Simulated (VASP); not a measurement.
```
TiSe2
1.0
    1.77011    -3.06592     0.00000
    1.77011     3.06592     0.00000
    0.00000     0.00000     6.55909
Ti Se
1 2
Direct
  0.00000   0.00000   0.00000
  0.33333   0.66667   0.23619
  0.66667   0.33333   0.76381
```

Calculation: PBE GGA, VASP's PBE PAW potentials (set 64) (plane waves; VASP). Settings: 480 eV cut-off, 10×10×4 Γ-centred mesh, first-order Methfessel-Paxton smearing of 0.10 eV, potentials Ti_sv Se.

Without a dispersion term in the relaxation, distances and binding between the weakly bound layers, chains or molecules are unreliable, and so is what depends on them.

**Question.** Estimate the energy per atom (σ→0), band gap (on the k-mesh) with the smallest direct gap where there is one.

**Answer.** 
The band gap (on the k-mesh) comes out as none (metal, semimetal or under 0.01 eV) and the energy per atom (σ→0) comes out as -585.6 kJ/mol of atoms.

The absolute energy has meaning only against runs of the same code, potentials and settings.

The compound is TiSe2 in the 1T layered structure. It was relaxed first, which changed the volume by +9 %.
